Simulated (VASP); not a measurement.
Consider the following.

```yaml
crystal:
  lattice:
    - [0.00000, 2.34874, 2.34874]
    - [2.34874, 0.00000, 2.34874]
    - [2.34874, 2.34874, 0.00000]
  atoms:
    - { symbol: Zr, position: [0.00000, 0.00000, 0.00000] }
    - { symbol: C, position: [0.50000, 0.50000, 0.50000] }
```

Computed with revTPSS meta-GGA, VASP's PBE PAW potentials (set 64) (plane waves; VASP). Settings: 520 eV cut-off, 15×15×15 Γ-centred mesh, tetrahedra with Blöchl corrections, potentials Zr_sv C.

Problem. Give the energies of bands 6 to 11 at the high-symmetry points, in eV from the Fermi level.

Solution. 
| band | Γ | X | U | L | W |
|---|---|---|---|---|---|
| 6 | 0.93 | -2.17 | -3.14 | -5.42 | -2.67 |
| 7 | 0.93 | -1.86 | -2.39 | -2.96 | -2.45 |
| 8 | 0.93 | 0.03 | -1.59 | -2.96 | -2.45 |
| 9 | 1.07 | 0.03 | 1.49 | 4.56 | 3.31 |
| 10 | 1.07 | 4.63 | 4.93 | 4.56 | 3.31 |
| 11 | 1.07 | 5.73 | 5.46 | 5.41 | 5.74 |

It has no gap at this level: it comes out as a metal or semimetal.

The compound is ZrC in the rock salt structure. It was relaxed first.
